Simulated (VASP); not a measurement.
Energy against volume of Cu2O (cuprite). These are TPSS meta-GGA, VASP's PBE PAW potentials (set 64) (plane waves; VASP) values and carry that method's errors.

```tsv
V (Å³/atom)	E (eV/atom)
12.262	-10.43659
12.653	-10.45449
13.044	-10.46167
13.436	-10.45958
13.827	-10.45001
```

Q: Fit a third-order Birch-Murnaghan equation of state.

A: 
```yaml
volume_per_atom: 13.14 Å³/atom
bulk_modulus: 119 GPa
pressure_derivative_of_the_bulk_modulus: 4.94
lattice_constant_a: 4.288 Å
```

Measured: a 4.276 Å at 15 K (computed value off by +0.3 %), as given by Leila H. N. Rimmer et al., Physical Review B (2014), arXiv:1402.1026. The calculation is for a static lattice, while the measured a holds thermal and zero-point effects, which are part of the difference.

The compound is Cu2O in the cuprite structure. It was relaxed first.
